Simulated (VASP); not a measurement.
**Ga2GeO5: relaxation of cell and atoms with PBE**

Crystal: Ga2GeO5.

```xyz
8
Lattice="4.5310 0.0000 0.0000 -2.2655 3.9239 0.0000 0.0000 0.0000 5.9186" Properties=species:S:1:pos:R:3 pbc="T T T"
Ga    0.0000    2.6160    0.0000
Ga    2.2655    1.3080    0.0000
Ge    0.0000    0.0000    0.0000
O     2.8256    0.0000    2.9593
O    -1.4128    2.4470    2.9593
O     0.8527    1.4769    2.9593
O     0.0000    0.0000    1.7795
O     0.0000    0.0000    4.1390
```

The cell was built by a generator and needn't be a form met in nature.

```yaml
Program: VASP 6.6.1
Task: relaxation of cell and atoms
Functional: PBE
Potentials_or_basis: VASP PAW PBE potentials, release 64 (Ga_d, Ge_d, O)
Cutoff: 520 eV
k_mesh: 4 × 4 × 3
Occupations: gaussian, width 0.15 eV
Spin: no spin polarisation
Further_INCAR_settings: PREC = Normal; ALGO = Fast; EDIFF = 0.0001; IBRION = 2; EDIFFG = -0.08; NSW = 24; ISIF = 3
```

- Relaxed volume: 13.99 Å³/atom
- Relaxed cell: a = 4.927 Å, b = 4.927 Å, c = 5.323 Å, α = 90.00°, β = 90.00°, γ = 120.00°
- Space group after relaxing (to 0.05 Å): P6/mmm (No. 191)
- Energy gained by relaxing: 273.6 meV/atom
- Ionic steps: 18
- Pressure after relaxing: 0.1 GPa
- Largest force after relaxing: 0.065 eV/Å
- Band gap on the k mesh: none (metal or under the smearing width)

Forces on the atoms (eV/Å):
```
Ga   0.000  0.000  0.000
Ga   0.000  0.000  0.000
Ge   0.000  0.000  0.000
O   -0.065  0.000  0.000
O    0.033 -0.057  0.000
O    0.033  0.057  0.000
O    0.000  0.000 -0.047
O    0.000  0.000  0.047
```

Step by step:
```tsv
step	energy change (eV)	largest force (eV/Å)	pressure (GPa)	volume (Å³)
1	0.0000	1.3658	6.69	105.23
2	-0.6758	0.9691	-1.02	113.72
3	-0.9006	1.0176	-5.33	121.00
4	-1.3661	1.3673	-1.16	118.88
5	-1.3729	1.7278	-0.56	118.68
6	-1.7083	1.6162	0.48	116.43
7	-1.8124	1.4583	2.34	114.44
8	-1.6903	3.3839	-4.97	116.51
9	-1.9277	0.9328	-1.14	115.23
10	-2.0478	0.7046	-1.31	114.22
11	-2.1511	0.3738	-0.98	112.35
12	-2.1582	0.2983	-0.95	111.82
13	-2.1303	1.5193	2.77	109.95
14	-2.1678	0.2559	0.61	111.17
15	-2.1807	0.2422	0.29	111.45
16	-2.1872	0.2223	0.30	111.75
17	-2.1766	0.7312	-1.24	112.39
18	-2.1889	0.0654	0.10	111.93
```

Final structure:
```cif
data_structure
_symmetry_space_group_name_H-M 'P 1'
_symmetry_Int_Tables_number 1
_cell_length_a 4.9275
_cell_length_b 4.9275
_cell_length_c 5.3231
_cell_angle_alpha 90.000
_cell_angle_beta 90.000
_cell_angle_gamma 120.000
_cell_volume 111.93
loop_
_atom_site_label
_atom_site_type_symbol
_atom_site_fract_x
_atom_site_fract_y
_atom_site_fract_z
_atom_site_occupancy
Ga1 Ga 0.33333 0.66667 0.00000 1
Ga2 Ga 0.66667 0.33333 0.00000 1
Ge1 Ge 0.00000 0.00000 0.00000 1
O1 O 0.50412 0.00000 0.50000 1
O2 O 0.00000 0.50412 0.50000 1
O3 O 0.49588 0.49588 0.50000 1
O4 O 0.00000 0.00000 0.30695 1
O5 O 0.00000 0.00000 0.69305 1
```

Levels at points of the mesh, in eV from the Fermi level:
| k point | band 31 | band 32 | band 33 | band 34 | band 35 | band 36 | band 37 | band 38 |
| --- | --- | --- | --- | --- | --- | --- | --- | --- |
| (0.00, 0.00, 0.00) | -1.30 | -0.74 | -0.74 | -0.40 | 0.29 | 0.29 | 0.48 | 0.84 |
| (0.50, 0.00, 0.00) | -1.10 | -1.05 | -1.04 | -0.72 | -0.49 | -0.34 | 0.39 | 0.80 |

It took 9 min on 1 thread of Intel(R) Xeon(R) Platinum 8259CL CPU @ 2.50GHz (Skylake/Cascade Lake), on a shared host, peak memory 0.19 GiB.

Caveat: the k mesh is coarse (spacing up to 0.40 Å⁻¹), so the values aren't converged.
